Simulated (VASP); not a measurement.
Wanted: the native input for a VASP 6.6.1 run.

```yaml
Task: single point
Functional: PBE
Potentials_or_basis: VASP PAW PBE potentials, release 64 (Hf_pv, Ti_sv, O)
Cutoff: 520 eV
k_mesh: 3 × 3 × 2
Occupations: fermi-dirac, width 0.01 eV
Spin: no spin polarisation
Dipole_correction: no
Further_INCAR_settings: LREAL = Auto; ALGO = Fast; EDIFF = 1e-06; NBANDS = 167
```

The structure of HfTi11O24 (a cell with a defect) (Rutile) lies in POSCAR:

```
HfTi11O24
1.0
    4.5922000000      4.5922000000      0.0000000000
   -4.5922000000      4.5922000000      0.0000000000
    0.0000000000      0.0000000000      8.8722000000
Hf Ti O
1 11 24
Direct
    0.0000000000      0.0000000000      0.0000000000
    0.0000000000      0.0000000000      0.3380176966
    0.0000000000      0.0000000000      0.6619823034
    0.5000000000      0.5000000000      0.0000000000
    0.5000000000      0.5000000000      0.3338013219
    0.5000000000      0.5000000000      0.6661986781
    0.5000000000      0.0000000000      0.1691301482
    0.5000000000      0.0000000000      0.5000000000
    0.5000000000      0.0000000000      0.8308698518
    0.0000000000      0.5000000000      0.1687291720
    0.0000000000      0.5000000000      0.5000000000
    0.0000000000      0.5000000000      0.8312708280
    0.3121028679      0.0000000000      0.0000000000
    0.3044389597      0.0000000000      0.3341789878
    0.3044389597      0.0000000000      0.6658210122
    0.8050221386      0.5000000000      0.0000000000
    0.8030458839      0.5000000000      0.3352059617
    0.8030458839      0.5000000000      0.6647940383
    0.5000000000      0.3042572715      0.1666357771
    0.5000000000      0.3039183910      0.5000000000
    0.5000000000      0.3042572715      0.8333642229
    0.0000000000      0.7983437586      0.1781461857
    0.0000000000      0.8033434068      0.5000000000
    0.0000000000      0.7983437586      0.8218538143
    0.6878971321      0.0000000000      0.0000000000
    0.6955610403      0.0000000000      0.3341789878
    0.6955610403      0.0000000000      0.6658210122
    0.1949778614      0.5000000000      0.0000000000
    0.1969541161      0.5000000000      0.3352059617
    0.1969541161      0.5000000000      0.6647940383
    0.5000000000      0.6957427285      0.1666357771
    0.5000000000      0.6960816090      0.5000000000
    0.5000000000      0.6957427285      0.8333642229
    0.0000000000      0.2016562414      0.1781461857
    0.0000000000      0.1966565932      0.5000000000
    0.0000000000      0.2016562414      0.8218538143
```

The input as run:

INCAR

```
  ALGO = Fast
  EDIFF = 1E-6
  ENCUT = 520
  GGA = PE
  ISIF = 2
  ISMEAR = -1
  LASPH = T
  LCHARG = F
  LREAL = Auto
  LWAVE = F
  NBANDS = 167
  NELM = 60
  PREC = Accurate
  SIGMA = 0.01
```

KPOINTS

```
k-points
0
Gamma
  3 3 2
```

Potentials or basis: VASP PAW PBE potentials, release 64 (Hf_pv, Ti_sv, O).

Launch:

```sh
$ cat potpaw_PBE.64/Hf_pv/POTCAR potpaw_PBE.64/Ti_sv/POTCAR potpaw_PBE.64/O/POTCAR > POTCAR
$ mpirun -np 1 vasp_std > vasp.out
```

It gave:

```json
{"Pressure": "9.9 GPa", "Largest force": "0.206 eV/Å", "Band gap on the k mesh": "1.90 eV, direct"}
```

Caveat: spin-orbit coupling is left out, which moves the levels of the heavy elements.

Run time: 35 min on 1 thread of Intel(R) Xeon(R) Platinum 8375C CPU @ 2.90GHz (Ice Lake), with other jobs on the host, peak memory 0.58 GiB.
